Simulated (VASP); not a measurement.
Output of a VASP run:

File OUTCAR:
```
 ion  position               nearest neighbor table
   1  0.667  0.333  0.336-   2 2.53   2 2.53   2 2.53
   2  0.333  0.667  0.418-   1 2.53   1 2.53   3 2.53   3 2.53   3 2.53   1 2.53
   3  0.000  0.000  0.500-   2 2.53   4 2.53   4 2.53   2 2.53   4 2.53   2 2.53
   4  0.667  0.333  0.582-   5 2.53   5 2.53   3 2.53   3 2.53   3 2.53   5 2.53
   5  0.333  0.667  0.664-   4 2.53   4 2.53   4 2.53
  LATTYP: Found a hexagonal cell.
 ALAT       =     2.5316847008
 C/A-ratio  =     9.9587182756
 Subroutine PRICEL returns:
 Original cell was already a primitive cell.
 Subroutine GETGRP returns: Found 12 space group operations
The static configuration has the point symmetry D_3d.
The dynamic configuration has the point symmetry D_3d.
 Subroutine INISYM returns: Found 12 space group operations
 Subroutine IBZKPT returns following result:
 Found     19 irreducible k-points:

 Following reciprocal coordinates:
            Coordinates               Weight
  0.000000  0.000000  0.000000      1.000000
  0.083333  0.000000  0.000000      6.000000
  0.166667 -0.000000  0.000000      6.000000
  0.250000  0.000000  0.000000      6.000000
  0.333333  0.000000  0.000000      6.000000
  0.416667  0.000000  0.000000      6.000000
  0.500000  0.000000  0.000000      3.000000
  0.083333  0.083333  0.000000      6.000000
  0.166667  0.083333  0.000000     12.000000
  0.250000  0.083333  0.000000     12.000000
  0.333333  0.083333  0.000000     12.000000
  0.416667  0.083333  0.000000     12.000000
  0.166667  0.166667  0.000000      6.000000
  0.250000  0.166667  0.000000     12.000000
  0.333333  0.166667  0.000000     12.000000
  0.416667  0.166667  0.000000      6.000000
  0.250000  0.250000  0.000000      6.000000
  0.333333  0.250000  0.000000     12.000000
  0.333333  0.333333  0.000000      2.000000
   k-points           NKPTS =     19   k-points in BZ     NKDIM =     19   number of bands    NBANDS=     33
   number of dos      NEDOS =    301   number of ions     NIONS =      5
   total plane-waves  NPLWV =  18144
   dimension x,y,z NGX =    12 NGY =   12 NGZ =  126
   dimension x,y,z NGXF=    24 NGYF=   24 NGZF=  252
   ions per type =               5
   PREC   = normal    normal or accurate (medium, high low for compatibility)
   ISTART =      0    job   : 0-new  1-cont  2-samecut
   ICHARG =      2    charge: 1-file 2-atom 10-const
   ISPIN  =      1    spin polarized calculation?
   LNONCOLLINEAR =      F non collinear calculations
   LSORBIT =      F    spin-orbit coupling
   INIWAV =      1    electr: 0-lowe 1-rand  2-diag
   ENCUT  =  400.0 eV  29.40 Ry    5.42 a.u.   4.13  4.13 41.11*2*pi/ulx,y,z
   NELM   =    100;   NELMIN=  4; NELMDL= -5     # of ELM steps
   EDIFF  = 0.1E-04   stopping-criterion for ELM
   LREAL  =      F    real-space projection
   NLSPLINE    = F    spline interpolate recip. space projectors
   LMAXMIX     =    4 max onsite mixed and CHGCAR
   VOSKOWN=      0    Vosko Wilk Nusair interpolation
   EDIFFG = -.3E-01   stopping-criterion for IOM
   NSW    =     50    number of steps for IOM
   NBLOCK =      1;   KBLOCK =     50    inner block; outer block
   IBRION =      2    ionic relax: 0-MD 1-quasi-New 2-CG
   NFREE  =      1    steps in history (QN), initial steepest desc. (CG)
   ISIF   =      2    stress and relaxation
   ISYM   =      2    0-nonsym 1-usesym 2-fastsym
   TEIN   =    0.0    initial temperature
   TEBEG  =    0.0;   TEEND  =   0.0 temperature during run
   SMASS  =  -3.00    Nose mass-parameter (am)
   PSTRESS=    0.0 pullay stress
   NELECT =      55.0000    total number of electrons
   EFERMI =   0.00;   METHOD = LEGACY
   ISMEAR =     1;   SIGMA  =   0.10  broadening in eV -4-tet -1-fermi 0-gaus
   IALGO  =     38    algorithm
   LDIAG  =      T    sub-space diagonalisation (order eigenvalues)
   IMIX   =      4    mixing-type and parameters
     AMIX     =   0.40;   BMIX     =  1.00
     AMIX_MAG =   1.60;   BMIX_MAG =  1.00
     AMIN     =   0.10
   METAGGA = R2SCAN    functional components
...
```

### OSZICAR
```
...
DAV:   1    -0.530201069819E+02    0.82971E-02   -0.24591E+00  1273   0.938E+00    0.103E-01
DAV:   2    -0.530240028747E+02   -0.38959E-02   -0.64936E-02  1863   0.367E+00    0.159E-01
DAV:   3    -0.530259320930E+02   -0.19292E-02   -0.49752E-03  1741   0.256E+00    0.894E-02
DAV:   4    -0.530269480148E+02   -0.10159E-02   -0.10660E-03  1568   0.727E-01    0.796E-02
DAV:   5    -0.530273861873E+02   -0.43817E-03   -0.36613E-04  1981   0.354E-01    0.278E-02
DAV:   6    -0.530288861974E+02   -0.15000E-02   -0.87860E-04  1634   0.281E-01    0.159E-02
DAV:   7    -0.530289555793E+02   -0.69382E-04   -0.71381E-05  1425   0.105E-01    0.122E-02
DAV:   8    -0.530289497370E+02    0.58423E-05   -0.78703E-06   821   0.320E-02
   7 F= -.53028950E+02 E0= -.53028588E+02  d E =-.182752E-02
       N       E                     dE             d eps       ncg     rms          rms(c)
DAV:   1    -0.530287496656E+02    0.20591E-03   -0.58383E-02  1265   0.144E+00    0.179E-02
DAV:   2    -0.530290108932E+02   -0.26123E-03   -0.18205E-03  1772   0.681E-01    0.296E-02
DAV:   3    -0.530291543264E+02   -0.14343E-03   -0.20066E-04  1507   0.502E-01    0.187E-02
DAV:   4    -0.530292159025E+02   -0.61576E-04   -0.41102E-05  1117   0.140E-01    0.155E-02
DAV:   5    -0.530292373221E+02   -0.21420E-04   -0.16179E-05   823   0.107E-01    0.428E-03
DAV:   6    -0.530292826586E+02   -0.45336E-04   -0.31416E-05   992   0.516E-02    0.282E-03
DAV:   7    -0.530292903424E+02   -0.76838E-05   -0.47781E-06   789   0.376E-02
   8 F= -.53029290E+02 E0= -.53028927E+02  d E =-.216812E-02
       N       E                     dE             d eps       ncg     rms          rms(c)
DAV:   1    -0.530292556964E+02    0.26962E-04   -0.13920E-02  1265   0.705E-01    0.706E-03
DAV:   2    -0.530292454944E+02    0.10202E-04   -0.40555E-04  1704   0.253E-01    0.111E-02
DAV:   3    -0.530292525794E+02   -0.70851E-05   -0.31083E-05   943   0.166E-01    0.780E-03
DAV:   4    -0.530292611908E+02   -0.86114E-05   -0.10085E-05   897   0.678E-02
   9 F= -.53029261E+02 E0= -.53028901E+02  d E =-.213897E-02
       N       E                     dE             d eps       ncg     rms          rms(c)
DAV:   1    -0.530292450443E+02    0.75351E-05   -0.57052E-03  1256   0.458E-01    0.566E-03
DAV:   2    -0.530292475727E+02   -0.25284E-05   -0.16221E-04  1607   0.135E-01    0.652E-03
DAV:   3    -0.530292540651E+02   -0.64925E-05   -0.10690E-05   789   0.999E-02    0.562E-03
DAV:   4    -0.530292633736E+02   -0.93085E-05   -0.57969E-06   789   0.649E-02
  10 F= -.53029263E+02 E0= -.53028903E+02  d E =-.214115E-02
       N       E                     dE             d eps       ncg     rms          rms(c)
DAV:   1    -0.530274461961E+02    0.18079E-02   -0.58203E-01  1271   0.455E+00    0.617E-02
DAV:   2    -0.530288210771E+02   -0.13749E-02   -0.15737E-02  1736   0.137E+00    0.562E-02
DAV:   3    -0.530297593012E+02   -0.93822E-03   -0.10374E-03  1672   0.735E-01    0.418E-02
DAV:   4    -0.530297742911E+02   -0.14990E-04   -0.11192E-04  1366   0.387E-01    0.338E-02
DAV:   5    -0.530297458950E+02    0.28396E-04   -0.10168E-04  1641   0.226E-01    0.196E-02
DAV:   6    -0.530297683989E+02   -0.22504E-04   -0.71347E-05  1233   0.303E-01    0.891E-03
DAV:   7    -0.530297873711E+02   -0.18972E-04   -0.34806E-05   833   0.197E-01    0.584E-03
DAV:   8    -0.530297903969E+02   -0.30258E-05   -0.12699E-05   790   0.867E-02
  11 F= -.53029790E+02 E0= -.53029387E+02  d E =-.527023E-03
```

**OUTCAR**
```
------------------------ aborting loop because EDIFF is reached ----------------------------------------
  FORCE on cell =-STRESS in cart. coord.  units (eV):
  Direction    XX          YY          ZZ          XY          YZ          ZX
  --------------------------------------------------------------------------------------
  Total       -1.3984483     -1.3984482     -0.4832230      0.0000003     -0.0000000     -0.0000000
  in kB      -16.0101013    -16.0101002     -5.5321671      0.0000036     -0.0000000     -0.0000000
  external PRESSURE =     -12.5174562 kB  Pullay stress =       0.0000000 kB
  volume of cell :      139.95
      direct lattice vectors                 reciprocal lattice vectors
     2.531684701  0.000000000  0.000000000     0.394993895  0.228049929  0.000000000
    -1.265842846  2.192503189  0.000000000     0.000000000  0.456099679  0.000000000
     0.000000000  0.000000000 25.212334698     0.000000000  0.000000000  0.039663126
 POSITION                                       TOTAL-FORCE (eV/Angst)
 -----------------------------------------------------------------------------------
      1.26584      0.73083      8.50890         0.000000     -0.000000      0.011558
     -0.00000      1.46167     10.55369         0.000000      0.000000     -0.001800
      0.00000      0.00000     12.60617         0.000000      0.000000      0.000000
      1.26584      0.73083     14.65864        -0.000000     -0.000000      0.001800
     -0.00000      1.46167     16.70343        -0.000000      0.000000     -0.011558
 -----------------------------------------------------------------------------------
    total drift:                                0.000000      0.000000      0.000000
  FREE ENERGIE OF THE ION-ELECTRON SYSTEM (eV)
  ---------------------------------------------------
  free  energy   TOTEN  =       -53.0297903969 eV

  energy  without entropy=      -53.0285789113  energy(sigma->0) =      -53.02938657

 reached required accuracy - stopping structural energy minimisation
```
(Selected blocks of OUTCAR.)

File POSCAR:
```
Cu(111) slab
1
    2.5316847008     0.0000000000     0.0000000000
   -1.2658428463     2.1925031888    -0.0000000000
   -0.0000000000    -0.0000000000    25.2123346978
Cu
5
Direct
  0.6666670000   0.3333330000   0.3360240000
  0.3333330000   0.6666670000   0.4180120000
  0.0000000000   0.0000000000   0.5000000000
  0.6666670000   0.3333330000   0.5819880000
  0.3333330000   0.6666670000   0.6639760000
```

### Question
Write an INCAR and KPOINTS that could have produced this output.

### Answer
This is not unique; one that fits is the input of the run itself, r2SCAN meta-GGA, plane waves, VASP's PBE PAW potentials (set 64).

INCAR:
```
SYSTEM = Cu(111) slab
PREC = Normal; ENCUT = 400; LREAL = .FALSE.
LASPH = .TRUE.
EDIFF = 1E-5; NELM = 100; NELMIN = 4
ALGO = Normal; LMAXMIX = 4; LMIXTAU = .TRUE.
ISMEAR = 1; SIGMA = 0.1
METAGGA = R2SCAN
IBRION = 2; NSW = 50; ISIF = 2
EDIFFG = -0.03
LWAVE = .TRUE.; LCHARG = .FALSE.
DIPOL = 0.5 0.5 0.5
LDIPOL = .TRUE.; IDIPOL = 3
```

### KPOINTS
```
Automatic mesh
0
Gamma
12 12 1
0 0 0
```

POTCAR, in this order: Cu (PBE.64 set). Program: vasp_std.

The cell is a thin slab with vacuum, built from Cu (fcc): (111) face.
